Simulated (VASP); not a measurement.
All values below come from optB86b-vdW, VASP's PBE PAW potentials (set 64) (plane waves; VASP).

Input for VASP

INCAR:
```
PARAM2=1.0
SIGMA=0.05   # width (eV)
PREC=Accurate
SYSTEM=Rh
LCHARG=.FALSE.
LMAXMIX=4
LORBIT=11
LREAL=.FALSE.
ISMEAR=0
ALGO=Normal
AGGAC=0.0
GGA=MK
NELM=100   # most electronic steps
ENCUT=520
LWAVE=.FALSE.
EDIFF=1E-7   # SCF stop (eV)
PARAM1=0.1234
ICHARG=11   # fixed density
LASPH=.TRUE.   # aspherical one-centre terms
LUSE_VDW=.TRUE.
```

### POSCAR
```
Rh
1
    0.0000000000     1.9016138987     1.9016138987
    1.9016138987    -0.0000000000     1.9016138987
    1.9016138987     1.9016138987    -0.0000000000
Rh
1
Direct
  0.0000000000   0.0000000000   0.0000000000
```

File KPOINTS:
```
k-points along high-symmetry lines
15
Line-mode
Reciprocal
  0.000000   0.000000   0.000000 ! GAMMA
  0.500000   0.000000   0.500000 ! X

  0.500000   0.000000   0.500000 ! X
  0.625000   0.250000   0.625000 ! U

  0.375000   0.375000   0.750000 ! K
  0.000000   0.000000   0.000000 ! GAMMA

  0.000000   0.000000   0.000000 ! GAMMA
  0.500000   0.500000   0.500000 ! L

  0.500000   0.500000   0.500000 ! L
  0.500000   0.250000   0.750000 ! W

  0.500000   0.250000   0.750000 ! W
  0.500000   0.000000   0.500000 ! X
```

POTCAR, in this order: Rh_pv (PBE.64 set). Program: vasp_std. Read from the step before: CHGCAR.

The run wrote:

**OUTCAR**
```
 ion  position               nearest neighbor table
   1  0.000  0.000  0.000-
  LATTYP: Found a face centered cubic cell.
 ALAT       =     3.8032277974
 Subroutine PRICEL returns:
 Original cell was already a primitive cell.
 Subroutine GETGRP returns: Found 48 space group operations
The static configuration has the point symmetry O_h .
The dynamic configuration has the point symmetry O_h .
 Subroutine INISYM returns: Found 48 space group operations
   k-points           NKPTS =     90   k-points in BZ     NKDIM =     90   number of bands    NBANDS=     11
   number of dos      NEDOS =    301   number of ions     NIONS =      1
   total plane-waves  NPLWV =   8000
   dimension x,y,z NGX =    20 NGY =   20 NGZ =   20
   dimension x,y,z NGXF=    40 NGYF=   40 NGZF=   40
   ions per type =               1
   PREC   = accura    normal or accurate (medium, high low for compatibility)
   ISTART =      0    job   : 0-new  1-cont  2-samecut
   ICHARG =     11    charge: 1-file 2-atom 10-const
   ISPIN  =      1    spin polarized calculation?
   LNONCOLLINEAR =      F non collinear calculations
   LSORBIT =      F    spin-orbit coupling
   INIWAV =      1    electr: 0-lowe 1-rand  2-diag
   ENCUT  =  520.0 eV  38.22 Ry    6.18 a.u.   5.00  5.00  5.00*2*pi/ulx,y,z
   NELM   =    100;   NELMIN=  2; NELMDL= -5     # of ELM steps
   EDIFF  = 0.1E-06   stopping-criterion for ELM
   LREAL  =      F    real-space projection
   NLSPLINE    = F    spline interpolate recip. space projectors
   LMAXMIX     =    4 max onsite mixed and CHGCAR
   VOSKOWN=      0    Vosko Wilk Nusair interpolation
   EDIFFG = 0.1E-05   stopping-criterion for IOM
   NSW    =      0    number of steps for IOM
   NBLOCK =      1;   KBLOCK =      1    inner block; outer block
   IBRION =     -1    ionic relax: 0-MD 1-quasi-New 2-CG
   NFREE  =      0    steps in history (QN), initial steepest desc. (CG)
   ISIF   =      2    stress and relaxation
   ISYM   =      2    0-nonsym 1-usesym 2-fastsym
   TEIN   =    0.0    initial temperature
   TEBEG  =    0.0;   TEEND  =   0.0 temperature during run
   SMASS  =  -3.00    Nose mass-parameter (am)
...
```

### OSZICAR
```
       N       E                     dE             d eps       ncg     rms          rms(c)
DAV:   1     0.115498459733E+03    0.11550E+03   -0.94035E+03  1999   0.146E+03
DAV:   2    -0.277233101336E+01   -0.11827E+03   -0.11328E+03  2031   0.382E+02
DAV:   3    -0.428230912991E+01   -0.15100E+01   -0.14937E+01  2244   0.482E+01
DAV:   4    -0.429131555519E+01   -0.90064E-02   -0.90025E-02  2272   0.381E+00
DAV:   5    -0.429146739520E+01   -0.15184E-03   -0.15183E-03  2246   0.443E-01
DAV:   6    -0.429147178842E+01   -0.43932E-05   -0.43938E-05  2477   0.655E-02
DAV:   7    -0.429147190895E+01   -0.12053E-06   -0.12016E-06  2032   0.825E-03
DAV:   8    -0.429147191171E+01   -0.27576E-08   -0.43261E-08  1564   0.143E-03
   1 F= -.42914719E+01 E0= -.42896246E+01  d E =-.369472E-02
```

OUTCAR:
```
 val. band max:       12.1523712324   @ k =   0.5000   0.3571   0.6429

 cond. band min:      12.1557557432   @ k =   0.6250   0.2500   0.6250



 k-point     1 :       0.0000    0.0000    0.0000
  band No.  band energies     occupation
      1     -34.5585      2.00000
      2     -34.5585      2.00000
      3     -34.5585      2.00000
      4       3.8359      2.00000
      5       8.7024      2.00000
      6       8.7024      2.00000
      7       8.7024      2.00000
      8      10.7855      2.00000
      9      10.7855      2.00000
     10      27.8665      0.00000
     11      32.1694      0.00000

 k-point     2 :       0.0357    0.0000    0.0357
  band No.  band energies     occupation
      1     -34.5678      2.00000
      2     -34.5619      2.00000
      3     -34.5619      2.00000
      4       3.9051      2.00000
      5       8.6563      2.00000
      6       8.7375      2.00000
      7       8.7375      2.00000
      8      10.7362      2.00000
      9      10.8028      2.00000
     10      27.9683      0.00000
     11      32.1686      0.00000

 k-point     3 :       0.0714    0.0000    0.0714
  band No.  band energies     occupation
      1     -34.5950      2.00000
      2     -34.5720      2.00000
      3     -34.5720      2.00000
      4       4.1095      2.00000
      5       8.5226      2.00000
      6       8.8426      2.00000
      7       8.8426      2.00000
      8      10.5944      2.00000
      9      10.8539      2.00000
     10      28.2670      0.00000
     11      32.1629      0.00000

 k-point     4 :       0.1071    0.0000    0.1071
  band No.  band energies     occupation
      1     -34.6386      2.00000
      2     -34.5882      2.00000
      3     -34.5882      2.00000
      4       4.4382      2.00000
      5       8.3140      2.00000
      6       9.0162      2.00000
      7       9.0162      2.00000
      8      10.3782      2.00000
      9      10.9372      2.00000
     10      28.7434      0.00000
...
```

The density is held fixed in this step, so its total energy and stress have no physical meaning.

The compound is Rh in the fcc structure. It was relaxed first.
